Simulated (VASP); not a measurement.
All values below come from PBEsol GGA, VASP's PBE PAW potentials (set 64) (plane waves; VASP).

Input for VASP

POSCAR:
```
CoGa
1
    2.8691550084     0.0000000000     0.0000000000
    0.0000000000     2.8691550084     0.0000000000
    0.0000000000     0.0000000000     2.8691550084
Ga Co
1 1
Direct
  0.5000000000   0.5000000000   0.5000000000
  0.0000000000   0.0000000000   0.0000000000
```

KPOINTS:
```
K-points
0
gamma
  13 13 13
0 0 0
```

### INCAR
```
ALGO = Normal
EDIFF = 1E-7
ENCUT = 520
GGA = PS
ISIF = 2
ISMEAR = 1
LASPH = .TRUE.
LCHARG = .FALSE.
LMAXMIX = 4
LREAL = .FALSE.
LWAVE = .FALSE.
NELM = 100
PREC = Accurate
SIGMA = 0.1
SYSTEM = CoGa
```

POTCAR, in this order: Ga_d Co (PBE.64 set). Program: vasp_std.

Question: What will the output report for the number of irreducible k-points (NKPTS), largest plane-wave count, number of space-group operations, FFT grid (NGX, NGY, NGZ)?

Answer: 
* **number of irreducible k-points (NKPTS)**: 84
* **largest plane-wave count**: 655
* **number of space-group operations**: 48
* **FFT grid (NGX, NGY, NGZ)**: 24 × 24 × 24

The compound is CoGa in the CsCl type structure. This cell is one point of a volume scan, at 1.03 of the reference volume. The run is not spin-polarised, so no magnetic state was tried.
